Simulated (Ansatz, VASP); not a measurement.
# BiB in two plane-wave programs

Wanted: the spread between two codes on one cell, functional and k mesh. The cell is generated by rule, not measured, and may not be a known phase. The cell is taken from a series of VASP runs on this material, whose earlier steps may have relaxed, scaled or displaced it; both programs get it as it stands. Other levels of theory on this material are compared in a session of their own.

Calculated with Ansatz 0.2.0; plane waves, with VASP 6.6.1 beside it; single point at PBE, spin-orbit coupling.

The structure was built from a prototype and need not be the compound's stable phase.

**1. Set-up**

Symmetry: F-43m, No. 216, cubic system. The conventional cell has a = 5.427 Å, b = 5.427 Å, c = 5.427 Å, α = 90.00°, β = 90.00°, γ = 90.00°. Nearest to B lie 4 Bi at 2.35 Å. Bi has 4 B at 2.35 Å nearest. Farther neighbours are not listed.

Coordinates:

```cif
data_structure
_symmetry_space_group_name_H-M 'F-43m'
_symmetry_Int_Tables_number 216
_cell_length_a 5.4271
_cell_length_b 5.4271
_cell_length_c 5.4271
_cell_angle_alpha 90.000
_cell_angle_beta 90.000
_cell_angle_gamma 90.000
_cell_volume 159.85
loop_
_atom_site_label
_atom_site_type_symbol
_atom_site_symmetry_multiplicity
_atom_site_Wyckoff_symbol
_atom_site_fract_x
_atom_site_fract_y
_atom_site_fract_z
_atom_site_occupancy
B1 B 4 a 0.00000 0.00000 0.00000 1
Bi1 Bi 4 d 0.25000 0.25000 0.75000 1
```

**2. Ansatz: single point, PBE, spin-orbit coupling**

Ansatz runs on its fully relativistic PAW (standard-fr) files.

With cell and atoms fixed, the geometry can't cause a difference; cores, projectors, grids and the points listed under the comparison can.

input.yaml reads:

```yaml
crystal:
  lattice:
    - [0.0, 2.71355, 2.71355]
    - [2.71355, 0.0, 2.71355]
    - [2.71355, 2.71355, 0.0]
  atoms:
    - { symbol: B, position: [0.0, 0.0, 0.0] }
    - { symbol: Bi, position: [0.25, 0.25, 0.25] }
hamiltonian:
  xc: pbe
  pseudopotentials: { kind: paw_fr }
magnetization:
  noncollinear: true
  spin_orbit: true
kpoints:
  mp_grid: { grid: [10, 10, 10] }
scf:
  occupations: { method: gaussian, width: 0.02 }
  n_extra_bands: 8
output:
  forces: true
  stress: true
  eigenvalues: true
```

Run with:

```console
> ansatz run input.yaml --threads 2 --pin off --max-ram 4608MiB --backend cpu --events-out ev --progress --plain --runs-dir out
```

Numbers of over 12 decimals in the logs are rounded to 6 here.

Output:

```text
scf.n_extra_bands = 8 over 18 filled bands (N_el = 18.0): the run solves 26 bands
Engine: ansatz 0.2.0, x86_64-unknown-linux-gnu
Pseudopotentials: kind: paw_fr
Pseudopotential: B, paw_fr, valence charge 3, recommended cutoff 420 eV (normal), B.paw.azcp#standard-fr
Pseudopotential: Bi, paw_fr, valence charge 15, recommended cutoff 420 eV (normal), Bi.paw.azcp#standard-fr
Functional definition: PBE
  parameter kappa = 0.804
  parameter beta = 0.066725
  exchange = pbe_x(kappa = kappa, mu = beta*pi^2/3)
  correlation = pbe_c(beta = beta)
non-collinear run that drives no moment, with spin-orbit: no starting moment large enough to seed its density (crystal.atoms[].spin), no starting occupations that ask for one, no magnetisation constraint and no magnetic field, so the semilocal B_xc is pinned to zero
Crystal: 2 atoms, lattice volume = 39.962 Å³
Basis set: ecut = 420 eV, 749 PW (Γ), exchange–correlation on 54×54×54 points (8 copies of the dense FFT grid, shifted against one another)
Bands: 26, of which v1, the nominal top of the filled ones, is band 18 counted from 1 (17 counted from 0)
Symmetry: 24 space group operations + 24 with time reversal
Magnetic group: BNS 216.75 (UNI 1577), of the structure as read, at distance tolerance 3.4e-5 Å
k-points: 47 of 1000 (time reversal used)
Projection manifold: j_resolved (fully-relativistic pseudo-atomic orbitals)
Non-local potential: B, projectors of the file, l = 0: 2, l = 1: 4, l = 2: 2
Non-local potential: Bi, projectors of the file, l = 0: 2, l = 1: 4, l = 2: 4, l = 3: 4
PAW form: soft (Blöchl's): semilocal exchange-correlation on the pseudo side does not see the compensation charge
PAW one-centre angular grid: B, 110 points (default); XC on 64 Gauss nodes
PAW one-centre angular grid: Bi, 590 points (default); XC on 96 Gauss nodes
Initial density: superposition of atomic densities (chi_scale 0.1, normalization cell, long waves kept (reshape's long-wave potential 0.00 eV rms))
Initial wavefunctions: pseudopotential atomic-orbital guess
Functional: x = pbe(κ = 0.804, μ = 0.219515), c = pbe(β = 0.066725)
SCF iter   1: F=—  HF=-12593.265778 eV  |F-HF|=—  |Δ(HF+E_count)|=         —  Δρ=5.73e-2  dr2=2.38e0  dr2_m=0.00e0 (ungated)  ethr=3.10e-3  |M|=0.00e0 ∫|m|=0.00e0 μB  |m|>n=0.0e0 m-floor=0.0e0 τ_xc=0.0e0  β_m=0.30  ⟨swp⟩=7.8  Hψ=7273  notcnv=0
preconditioner: auto → none  [insulator: Δε(μ)=0.528 eV  Ē_g=19.168 eV  σ=0.020 eV  W_gap=1.00  n_scr=14 (ndim 8)  ℏωp=24.9 eV  f_vac=0.000  D(μ)=0.00/eV (n_scr^D=0)  ε∞_Penn≈2.7]
SCF iter   2: F=—  HF=-12592.616209 eV  |F-HF|=—  |Δ(HF+E_count)|=   6.50e-1  Δρ=2.14e-2  dr2=2.32e-1  dr2_m=0.00e0 (ungated)  ethr=3.10e-3  |M|=0.00e0 ∫|m|=0.00e0 μB  |m|>n=0.0e0 m-floor=0.0e0 τ_xc=0.0e0  β_m=0.36  ⟨swp⟩=2.1  Hψ=2083  notcnv=0  defer=164
SCF iter   3: F=—  HF=-12592.571192 eV  |F-HF|=—  |Δ(HF+E_count)|=   4.50e-2  Δρ=1.01e-2  dr2=3.11e-2  dr2_m=0.00e0 (ungated)  ethr=1.29e-3  |M|=0.00e0 ∫|m|=0.00e0 μB  |m|>n=0.0e0 m-floor=0.0e0 τ_xc=0.0e0  β_m=0.56  ⟨swp⟩=2.0  Hψ=1516  notcnv=0  defer=164
SCF iter   4: F=—  HF=-12592.571597 eV  |F-HF|=—  |Δ(HF+E_count)|=   4.05e-4  Δρ=1.47e-3  dr2=5.82e-4  dr2_m=0.00e0 (ungated)  ethr=1.73e-4  |M|=0.00e0 ∫|m|=0.00e0 μB  |m|>n=0.0e0 m-floor=0.0e0 τ_xc=0.0e0  β_m=0.60  ⟨swp⟩=3.0  Hψ=1646  notcnv=0  defer=164
SCF iter   5: F=—  HF=-12592.571719 eV  |F-HF|=—  |Δ(HF+E_count)|=   1.21e-4  Δρ=2.48e-4  dr2=1.05e-5  dr2_m=0.00e0 (ungated)  ethr=3.23e-6  |M|=0.00e0 ∫|m|=0.00e0 μB  |m|>n=0.0e0 m-floor=0.0e0 τ_xc=0.0e0  β_m=0.75  ⟨swp⟩=2.1  Hψ=1500  notcnv=0  defer=164
SCF iter   6: F=—  HF=-12592.571723 eV  |F-HF|=—  |Δ(HF+E_count)|=   4.77e-6  Δρ=2.32e-5  dr2=1.65e-7  dr2_m=0.00e0 (ungated)  ethr=5.82e-8  |M|=0.00e0 ∫|m|=0.00e0 μB  |m|>n=0.0e0 m-floor=0.0e0 τ_xc=0.0e0  β_m=0.84  ⟨swp⟩=2.7  Hψ=1996  notcnv=0  defer=164
SCF iter   7: F=-12592.571723 eV  HF=-12592.571723 eV  |F-HF|=8.91e-10  |Δ(HF+E_count)|=   7.12e-8  Δρ=3.25e-6  dr2=4.28e-9  dr2_m=0.00e0 (ungated)  ethr=5.56e-10  |M|=0.00e0 ∫|m|=0.00e0 μB  |m|>n=0.0e0 m-floor=0.0e0 τ_xc=0.0e0  ⟨swp⟩=11.9  Hψ=6216  notcnv=0
SCF 1 converged in 7 iterations: F = -12592.571723 eV  dr2 = 4.28e-9
  greatest PAW one-centre occupation: 0.986 electrons in one spin orbital (limit 2), on the Bi atom at site 1 (counted from 0), in its partial waves of l = 2
SCF converged after 7 iterations
Magnetization: |M| = 0.0000 μB,  M = (+0.0000, +0.0000, +0.0000) μB
Absolute magnetization: 0.0000 μB (∫|m|)
  site 0: m = (+0.0000, +0.0000, +0.0000) μB, |m| = 0.0000 μB  (R = 0.97 Å)
  site 1: m = (+0.0000, +0.0000, +0.0000) μB, |m| = 0.0000 μB  (R = 0.97 Å)
Free energy (F): -12592.571723 eV
Harris-Foulkes:  -12592.571723 eV  (|F-HF|=8.91e-10)
Internal energy: -12592.571723 eV  (E = F + TS)
E sigma→0 (E₀):  -12592.571723 eV
Fermi energy:    11.455569 eV
--- Per-component energies (eV) ---
  E_band       = -80.002431
  E_kinetic    = 350.530624
  E_local      = -1526.748537  (includes V_loc(G=0)·N_el)
  E_nonlocal   = 573.019408
  E_hartree    = 497.774900
  E_xc         = -181.639817
  E_vxc        = -180.237498  (∫ρ·V_xc dr)
  E_paw        = -10786.459609  (= ΣΔE_a)
  E_vpaw       = -292.115173  (= ΣTr[D̂ρ^β])
  E_aug_tail   = -0.000369  (compensation charges beyond the density's cutoff)
  E_ewald      = -1519.048324
  E_smearing   = -0.000000  (= −TS)
  E_closure    = 0.000000  (closes the sum)
  Σ components = -12592.571723   (vs F -12592.571723, Δ=0.00e0)
--- Forces (eV/Å), atoms counted from 1 ---
  atom   1  B      0.00000000    -0.00000000     0.00000000
  atom   2  Bi    -0.00000000     0.00000000     0.00000000
  max |Σ_I F_I| component: 2.78e-16 eV/Å
--- Stress (GPa, compression-positive) ---
        4.143891      -0.000000       0.000000
       -0.000000       4.143891       0.000000
       -0.000000       0.000000       4.143891
  P = ⅓ Tr σ = 4.1439 GPa (41.439 kbar)
--- Band table (eV; the first three rows and the last of 47) ---
  k-point 0: bands = [... 14 lower, 11.2722, 11.2722, 11.2722, 11.2722, 11.6382, 11.6382, 12.9676, 12.9676, ... 4 higher]
  k-point 1: bands = [... 14 lower, 10.4270, 10.4270, 11.0329, 11.0598, 12.2305, 12.2306, 13.3368, 13.3368, ... 4 higher]
  k-point 2: bands = [... 14 lower, 9.7888, 9.7888, 10.5628, 10.5998, 12.1173, 12.1173, 14.1048, 14.1048, ... 4 higher]
  k-point 46: bands = [... 14 lower, 5.6570, 6.6956, 6.8603, 7.0625, 14.0556, 14.1504, 14.3087, 14.4910, ... 4 higher]
```

Elapsed: 5.2 s, on 2 threads of Intel Xeon Platinum 8488C (Sapphire Rapids), shared host; peak memory 0.48 GiB.

The run ends at a pressure of 4.14 GPa.

**3. VASP: single point, PBE, spin-orbit coupling**

The same cell, functional, mesh and smearing now go to VASP, with its own data sets and cutoff.

Lines of VASP's logs that name or quote its potential files are left out, and so is its time.

INCAR reads:

```
SYSTEM = BiB
PREC = Accurate
ENCUT = 420
EDIFF = 1E-08
NELM = 100
ISMEAR = 0
SIGMA = 0.02
LREAL = .FALSE.
ALGO = Normal
GGA = PE
LNONCOLLINEAR = .TRUE.
MAGMOM = 0 0 0 0 0 0
NBANDS = 30
GGA_COMPAT = .FALSE.
LASPH = .TRUE.
LSORBIT = .TRUE.
LORBIT = 11
LWAVE = .FALSE.
LCHARG = .FALSE.
KPAR = 4
```

POSCAR reads:

```
BiB
1.0
    0.0000000000      2.7135500000      2.7135500000
    2.7135500000      0.0000000000      2.7135500000
    2.7135500000      2.7135500000      0.0000000000
B Bi
1 1
Direct
    0.0000000000      0.0000000000      0.0000000000
    0.2500000000      0.2500000000      0.2500000000
```

KPOINTS reads:

```
Automatic mesh
0
Gamma
10 10 10
0 0 0
```

KPOINTS_OPT reads:

```
points round the band edges
26
Reciprocal
  0.0000000000   0.0000000000   0.0000000000 1
  0.0000000000   0.0000000000   0.0000000000 1
  0.0000000000  -0.0034549992  -0.0034549992 1
 -0.0000000000   0.0034549992   0.0034549992 1
 -0.0034549992   0.0000000000  -0.0034549992 1
  0.0034549992   0.0000000000   0.0034549992 1
 -0.0034549992  -0.0034549992   0.0000000000 1
  0.0034549992   0.0034549992   0.0000000000 1
  0.0000000000  -0.0129562469  -0.0129562469 1
 -0.0000000000   0.0129562469   0.0129562469 1
 -0.0129562469   0.0000000000  -0.0129562469 1
  0.0129562469   0.0000000000   0.0129562469 1
 -0.0129562469  -0.0129562469   0.0000000000 1
  0.0129562469   0.0129562469   0.0000000000 1
  0.0000000000  -0.0034549992  -0.0034549992 1
 -0.0000000000   0.0034549992   0.0034549992 1
 -0.0034549992   0.0000000000  -0.0034549992 1
  0.0034549992   0.0000000000   0.0034549992 1
 -0.0034549992  -0.0034549992   0.0000000000 1
  0.0034549992   0.0034549992   0.0000000000 1
  0.0000000000  -0.0129562469  -0.0129562469 1
 -0.0000000000   0.0129562469   0.0129562469 1
 -0.0129562469   0.0000000000  -0.0129562469 1
  0.0129562469   0.0000000000   0.0129562469 1
 -0.0129562469  -0.0129562469   0.0000000000 1
  0.0129562469   0.0129562469   0.0000000000 1
```

Potentials, in the order of the species: B and Bi_d (PBE family, release 64).

Run with:

```console
> mpirun -np 4 vasp_ncl
```

Output:

```text
[banner, memory and clock lines left out]
running    4 mpi-ranks, on    1 nodes
 distrk:  each k-point on    1 cores,    4 groups
 distr:  one band on    1 cores,    1 groups

 POSCAR found type information on POSCAR B Bi
 POSCAR found :  2 types and       2 ions
 LDA part: xc-table for (Slater+PW92), standard interpolation
 POSCAR, INCAR and KPOINTS ok, starting setup
 FFT: planning ... GRIDC
 FFT: planning ... GRID_SOFT
 FFT: planning ... GRID
 WAVECAR not read
 entering main loop
       N       E                     dE             d eps       ncg     rms          rms(c)
DAV:   1     0.172873162603E+03    0.17287E+03   -0.81092E+03  4398   0.124E+03
DAV:   2     0.684941049827E+01   -0.16602E+03   -0.15956E+03  4448   0.374E+02
DAV:   3    -0.975014808049E+01   -0.16600E+02   -0.16369E+02  5280   0.128E+02
DAV:   4    -0.103329444662E+02   -0.58280E+00   -0.58172E+00  5308   0.257E+01
DAV:   5    -0.103572346121E+02   -0.24290E-01   -0.24288E-01  6262   0.492E+00    0.384E+00
DAV:   6    -0.966686046816E+01    0.69037E+00   -0.98940E-01  5984   0.850E+00    0.145E+00
DAV:   7    -0.964563913948E+01    0.21221E-01   -0.24163E-01  5128   0.264E+00    0.809E-01
DAV:   8    -0.964301362462E+01    0.26255E-02   -0.24073E-02  5696   0.178E+00    0.547E-01
DAV:   9    -0.964309977148E+01   -0.86147E-04   -0.22125E-03  5290   0.464E-01    0.108E-01
DAV:  10    -0.964287119139E+01    0.22858E-03   -0.17315E-03  6120   0.494E-01    0.473E-02
DAV:  11    -0.964293273655E+01   -0.61545E-04   -0.17406E-04  4850   0.102E-01    0.200E-02
DAV:  12    -0.964295543674E+01   -0.22700E-04   -0.38013E-05  4998   0.543E-02    0.388E-03
DAV:  13    -0.964295610437E+01   -0.66763E-06   -0.19952E-06  6318   0.143E-02    0.196E-03
DAV:  14    -0.964295634166E+01   -0.23729E-06   -0.16205E-07  4968   0.412E-03    0.147E-03
DAV:  15    -0.964295644501E+01   -0.10334E-06   -0.80720E-08  4300   0.188E-03    0.197E-04
DAV:  16    -0.964295642093E+01    0.24076E-07   -0.92242E-09  4614   0.141E-03    0.867E-05
DAV:  17    -0.964295644295E+01   -0.22020E-07   -0.10400E-09  3114   0.336E-04    0.261E-05
DAV:  18    -0.964295644008E+01    0.28742E-08   -0.31298E-10  2832   0.281E-04
   1 F= -.96429564E+01 E0= -.96429564E+01  d E =-.244723E-33  mag=     0.0000    -0.0000    -0.0000
 Start KPOINTS_OPT (optional k-point list driver)
k-point batch [1-26\26]
       N       E                     dE             ncg
DAV:   1     0.150621588489E+04    0.12754E+04     1566
DAV:   2    -0.262535306168E+04   -0.41316E+04     1580
DAV:   3    -0.309049851212E+04   -0.46515E+03     1976
DAV:   4    -0.311012756050E+04   -0.19629E+02     1692
DAV:   5    -0.311077682985E+04   -0.64927E+00     2310
DAV:   6    -0.311079730556E+04   -0.20476E-01     2178
DAV:   7    -0.311079752639E+04   -0.22082E-03     2290
DAV:   8    -0.311079753169E+04   -0.53030E-05     2168
DAV:   9    -0.311079753179E+04   -0.10232E-06     2284
DAV:  10    -0.311079753179E+04   -0.10782E-08     1242
```

From OUTCAR (step 3):

```text
ion  position               nearest neighbor table
   1  0.000  0.000  0.000-   2 2.35   2 2.35   2 2.35   2 2.35
   2  0.250  0.250  0.250-   1 2.35   1 2.35   1 2.35   1 2.35

  LATTYP: Found a face centered cubic cell.
 ALAT       =     5.4271000000

 Subroutine GETGRP returns: Found 24 space group operations
 (whereof 24 operations were pure point group operations)

The static configuration has the point symmetry T_d .

 Found     73 irreducible k-points:

   k-points           NKPTS =     73   k-points in BZ     NKDIM =     73   number of bands    NBANDS=     30

   dimension x,y,z NGX =    28 NGY =   28 NGZ =   28
   dimension x,y,z NGXF=    56 NGYF=   56 NGZF=   56

   ENCUT  =  420.0 eV  30.87 Ry    5.56 a.u.   6.41  6.41  6.41*2*pi/ulx,y,z

   NELECT =      18.0000    total number of electrons

 k-points in reciprocal lattice and weights: Automatic mesh
   0.00000000  0.00000000  0.00000000       0.001
   0.10000000  0.00000000  0.00000000       0.004
  -0.10000000  0.00000000  0.00000000       0.004
   0.20000000  0.00000000  0.00000000       0.004
  -0.20000000  0.00000000  0.00000000       0.004
   0.30000000  0.00000000  0.00000000       0.004
  -0.30000000  0.00000000  0.00000000       0.004
   0.40000000  0.00000000  0.00000000       0.004
  -0.40000000  0.00000000  0.00000000       0.004
[...]
-0.30000000  0.40000000  0.20000000       0.024
  -0.30000000  0.50000000  0.20000000       0.012

 average (electrostatic) potential at core
       1 -26.1051       2-103.5610

 E-fermi :   7.9017

 k-point     1 :       0.0000    0.0000    0.0000
  band No.  band energies     occupation
    ...
     14       6.5901      1.00000
     15       7.7384      1.00000
     16       7.7384      1.00000
     17       7.7384      1.00000
     18       7.7384      1.00000
     19       8.0812      0.00000
     20       8.0812      0.00000
     21       9.5062      0.00000
     22       9.5062      0.00000
     23      11.0051      0.00000
    ...

 k-point     2 :       0.1000    0.0000    0.0000
  band No.  band energies     occupation
    ...
     14       5.6012      1.00000
     15       6.9351      1.00000
     16       6.9351      1.00000
     17       7.4976      1.00000
     18       7.5243      1.00000
     19       8.6897      0.00000
     20       8.6897      0.00000
     21       9.8802      0.00000
     22       9.8802      0.00000
     23      11.2027      0.00000
    ...

 k-point     3 :      -0.1000    0.0000    0.0000
  band No.  band energies     occupation
    ...
     14       5.6012      1.00000
     15       6.9351      1.00000
     16       6.9351      1.00000
     17       7.4976      1.00000
     18       7.5243      1.00000
     19       8.6897      0.00000
     20       8.6897      0.00000
     21       9.8802      0.00000
     22       9.8802      0.00000
     23      11.2027      0.00000
    ...

  Total        1.0840249      1.0840249      1.0840249     -0.0000000     -0.0000000      0.0000000
  in kB       43.4616633     43.4616633     43.4616633     -0.0000000     -0.0000000      0.0000000
  external PRESSURE =      43.4616633 kB  Pullay stress =       0.0000000 kB

  energy-cutoff  :      420.00
  volume of cell :       39.96
      direct lattice vectors                 reciprocal lattice vectors
     0.000000000  2.713550000  2.713550000    -0.184260471  0.184260471  0.184260471
     2.713550000  0.000000000  2.713550000     0.184260471 -0.184260471  0.184260471
     2.713550000  2.713550000  0.000000000     0.184260471  0.184260471 -0.184260471

 POSITION                                       TOTAL-FORCE (eV/Angst)
 -----------------------------------------------------------------------------------
      0.00000      0.00000      0.00000        -0.000000     -0.000000      0.000000
      1.35678      1.35678      1.35678         0.000000      0.000000     -0.000000
 -----------------------------------------------------------------------------------
    total drift:                               -0.000000     -0.000000     -0.000000

  FREE ENERGIE OF THE ION-ELECTRON SYSTEM (eV)
  ---------------------------------------------------
  free  energy   TOTEN  =        -9.6429564401 eV

  energy  without entropy=       -9.6429564401  energy(sigma->0) =       -9.64295644

 Spin-Orbit-Coupling matrix elements
 Ion:    1  E_soc:     -0.0000591
 Ion:    2  E_soc:     -1.3958152

 total charge
# of ion       s       p       d       tot
------------------------------------------
    1        0.679   1.022   0.000   1.701
    2        1.413   1.648   9.970  13.032
--------------------------------------------------
tot          2.092   2.670   9.970  14.733

 magnetization (x)
# of ion       s       p       d       tot
------------------------------------------
    1        0.000  -0.000   0.000  -0.000
    2       -0.000   0.000  -0.000   0.000
--------------------------------------------------
tot         -0.000  -0.000  -0.000  -0.000

 magnetization (y)
# of ion       s       p       d       tot
------------------------------------------
    1        0.000  -0.000   0.000  -0.000
    2       -0.000   0.000   0.000   0.000
--------------------------------------------------
tot         -0.000  -0.000   0.000  -0.000

 magnetization (z)
# of ion       s       p       d       tot
------------------------------------------
    1        0.000  -0.000   0.000  -0.000
    2       -0.000   0.000  -0.000  -0.000
--------------------------------------------------
tot         -0.000  -0.000  -0.000  -0.000

[... 3 further parts left out ...]
```

The run ends at a pressure of 4.35 GPa.

**4. Differences**

Known differences besides the potentials themselves: spin-orbit coupling enters by fully relativistic files in Ansatz and inside the spheres in VASP. Total energies have different zeros and are not compared.

Compared:

```
                                        quantity  Ansatz   VASP  difference
                                  pressure (GPa)    4.14   4.35       -0.20
pressure without Ansatz's Pulay correction (GPa)    4.06   4.35       -0.29
                          gap on the k mesh (eV)   0.366  0.343      +0.023
```

A gap on the mesh is an upper bound, since the band edges may lie between its points. Ansatz's pressure holds a Pulay correction of 0.09 GPa; VASP's holds none.

**5. Outcome**

```json
{
  "difference in gap on the k mesh (single point, PBE, spin-orbit coupling)": "0.023 eV"
}
```

What this shows: The difference in gap on the k mesh is 0.023 eV (single point, PBE, spin-orbit coupling), within the 0.08 eV picked in this series as the mark of a large difference. 6 further runs of this series are not shown here. How closely two codes agree says nothing of how well the functional describes the real material.

[Lines on the potential files, build, host, timing and source positions are cut from VASP's logs without a mark.]

[Logs are printed without paths, hosts, clocks, repeated set-up lines and the standing remarks that a program may print on its own settings, such as how far it seeks lower states.]

[Hosts, paths, dates, database ids (printed as entryN), source tags and the programs' standing remarks are cut or masked in the printed files.]
